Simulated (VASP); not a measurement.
Output of a VASP run:

File OUTCAR:
```
 ion  position               nearest neighbor table
   1  0.000  0.000  0.000-   2 2.32   2 2.32   2 2.32   2 2.32
   2  0.750  0.750  0.750-   1 2.32   1 2.32   1 2.32   1 2.32
  LATTYP: Found a face centered cubic cell.
 ALAT       =     5.3601783604
 Subroutine PRICEL returns:
 Original cell was already a primitive cell.
 Subroutine GETGRP returns: Found 24 space group operations
The static configuration has the point symmetry T_d .
The dynamic configuration has the point symmetry T_d .
 Subroutine INISYM returns: Found 24 space group operations
 Subroutine IBZKPT returns following result:
 Found     29 irreducible k-points:

 Following reciprocal coordinates:
            Coordinates               Weight
  0.000000  0.000000  0.000000      1.000000
  0.125000  0.000000  0.000000      8.000000
  0.250000  0.000000  0.000000      8.000000
  0.375000  0.000000  0.000000      8.000000
  0.500000  0.000000  0.000000      4.000000
  0.125000  0.125000  0.000000      6.000000
  0.250000  0.125000  0.000000     24.000000
  0.375000  0.125000  0.000000     24.000000
  0.500000  0.125000  0.000000     24.000000
 -0.375000  0.125000  0.000000     24.000000
 -0.250000  0.125000  0.000000     24.000000
 -0.125000  0.125000  0.000000     12.000000
  0.250000  0.250000  0.000000      6.000000
  0.375000  0.250000  0.000000     24.000000
  0.500000  0.250000  0.000000     24.000000
 -0.375000  0.250000  0.000000     24.000000
 -0.250000  0.250000  0.000000     12.000000
  0.375000  0.375000  0.000000      6.000000
  0.500000  0.375000  0.000000     24.000000
 -0.375000  0.375000  0.000000     12.000000
  0.500000  0.500000  0.000000      3.000000
  0.375000  0.250000  0.125000     24.000000
  0.500000  0.250000  0.125000     48.000000
 -0.375000  0.250000  0.125000     24.000000
  0.500000  0.375000  0.125000     24.000000
 -0.375000  0.375000  0.125000     48.000000
 -0.250000  0.375000  0.125000     24.000000
 -0.375000  0.500000  0.125000     12.000000
 -0.250000  0.500000  0.250000      6.000000
   k-points           NKPTS =     29   k-points in BZ     NKDIM =     29   number of bands    NBANDS=     13
   number of dos      NEDOS =    301   number of ions     NIONS =      2
   total plane-waves  NPLWV =  21952
   dimension x,y,z NGX =    28 NGY =   28 NGZ =   28
   dimension x,y,z NGXF=    56 NGYF=   56 NGZF=   56
   ions per type =               1   1
   PREC   = accura    normal or accurate (medium, high low for compatibility)
   ISTART =      0    job   : 0-new  1-cont  2-samecut
   ICHARG =      2    charge: 1-file 2-atom 10-const
   ISPIN  =      1    spin polarized calculation?
   LNONCOLLINEAR =      F non collinear calculations
   LSORBIT =      F    spin-orbit coupling
   INIWAV =      1    electr: 0-lowe 1-rand  2-diag
   ENCUT  =  480.0 eV  35.28 Ry    5.94 a.u.   6.77  6.77  6.77*2*pi/ulx,y,z
   NELM   =    100;   NELMIN=  2; NELMDL= -5     # of ELM steps
   EDIFF  = 0.1E-05   stopping-criterion for ELM
   LREAL  =      F    real-space projection
   NLSPLINE    = F    spline interpolate recip. space projectors
   LMAXMIX     =    4 max onsite mixed and CHGCAR
   VOSKOWN=      0    Vosko Wilk Nusair interpolation
   EDIFFG = -.1E-01   stopping-criterion for IOM
   NSW    =     60    number of steps for IOM
   NBLOCK =      1;   KBLOCK =     60    inner block; outer block
   IBRION =      2    ionic relax: 0-MD 1-quasi-New 2-CG
   NFREE  =      1    steps in history (QN), initial steepest desc. (CG)
   ISIF   =      3    stress and relaxation
   ISYM   =      2    0-nonsym 1-usesym 2-fastsym
   TEIN   =    0.0    initial temperature
   TEBEG  =    0.0;   TEEND  =   0.0 temperature during run
   SMASS  =  -3.00    Nose mass-parameter (am)
   PSTRESS=    0.0 pullay stress
   NELECT =      18.0000    total number of electrons
   EFERMI =   0.00;   METHOD = LEGACY
   ISMEAR =     0;   SIGMA  =   0.05  broadening in eV -4-tet -1-fermi 0-gaus
   IALGO  =     38    algorithm
...
```

**OSZICAR**
```
       N       E                     dE             d eps       ncg     rms          rms(c)
DAV:   1     0.845644209155E+02    0.84564E+02   -0.88087E+03   754   0.157E+03
DAV:   2    -0.216743531989E+01   -0.86732E+02   -0.83223E+02   819   0.276E+02
DAV:   3    -0.792560914046E+01   -0.57582E+01   -0.57314E+01   919   0.726E+01
DAV:   4    -0.799512356716E+01   -0.69514E-01   -0.69492E-01   844   0.853E+00
DAV:   5    -0.799618448949E+01   -0.10609E-02   -0.10609E-02   929   0.103E+00    0.722E+00
DAV:   6    -0.760630385050E+01    0.38988E+00   -0.10316E+00  1026   0.403E+01    0.558E+00
DAV:   7    -0.759155704483E+01    0.14747E-01   -0.34939E-01   784   0.621E+00    0.265E+00
DAV:   8    -0.758848875720E+01    0.30683E-02   -0.55531E-03   894   0.737E-01    0.716E-01
DAV:   9    -0.758824453751E+01    0.24422E-03   -0.84863E-04   887   0.367E-01    0.116E-01
DAV:  10    -0.758832816133E+01   -0.83624E-04   -0.19171E-04   903   0.214E-01    0.728E-02
DAV:  11    -0.758832523112E+01    0.29302E-05   -0.55938E-05   914   0.174E-01    0.886E-03
DAV:  12    -0.758832505896E+01    0.17216E-06   -0.22192E-06   642   0.299E-02
   1 F= -.75883251E+01 E0= -.75883251E+01  d E =-.758833E+01
```

**OUTCAR**
```
------------------------ aborting loop because EDIFF is reached ----------------------------------------
  FORCE on cell =-STRESS in cart. coord.  units (eV):
  Direction    XX          YY          ZZ          XY          YZ          ZX
  --------------------------------------------------------------------------------------
  Total        0.0128436      0.0128436      0.0128436      0.0000000      0.0000000      0.0000000
  in kB        0.5344661      0.5344661      0.5344661      0.0000000      0.0000000      0.0000000
  external PRESSURE =       0.5344661 kB  Pullay stress =       0.0000000 kB
  volume of cell :       38.50
      direct lattice vectors                 reciprocal lattice vectors
     0.000000000  2.680089180  2.680089180    -0.186560956  0.186560956  0.186560956
     2.680089180  0.000000000  2.680089180     0.186560956 -0.186560956  0.186560956
     2.680089180  2.680089180  0.000000000     0.186560956  0.186560956 -0.186560956
  FREE ENERGIE OF THE ION-ELECTRON SYSTEM (eV)
  ---------------------------------------------------
  free  energy   TOTEN  =        -7.5883250590 eV

  energy  without entropy=       -7.5883250589  energy(sigma->0) =       -7.58832506

 reached required accuracy - stopping structural energy minimisation
```
(Selected blocks of OUTCAR.)

File POSCAR:
```
ZnS
1
    0.0000000000     2.6800891802     2.6800891802
    2.6800891802    -0.0000000000     2.6800891802
    2.6800891802     2.6800891802     0.0000000000
Zn S
1 1
Direct
  0.0000000000   0.0000000000   0.0000000000
  0.7500000000   0.7500000000   0.7500000000
```

Q: Reconstruct the remaining input files.

A: One answer among several that fit: the input of the run itself, PBEsol GGA, plane waves, VASP's PBE PAW potentials (set 64).

KPOINTS:
```
K-points
0
Gamma
8 8 8
```

INCAR:
```
ALGO = Normal
EDIFF = 1E-6
EDIFFG = -0.01
ENCUT = 480
GGA = PS
IBRION = 2
ISIF = 3
ISMEAR = 0
LASPH = T
LCHARG = F
LMAXMIX = 4
LREAL = F
LWAVE = F
NELM = 100
NSW = 60
PREC = Accurate
SIGMA = 0.05
SYSTEM = ZnS
```

POTCAR, in this order: Zn S (PBE.64 set). Program: vasp_std.

The compound is ZnS in the zinc blende structure. It was relaxed first. The start is the result of an earlier pass.
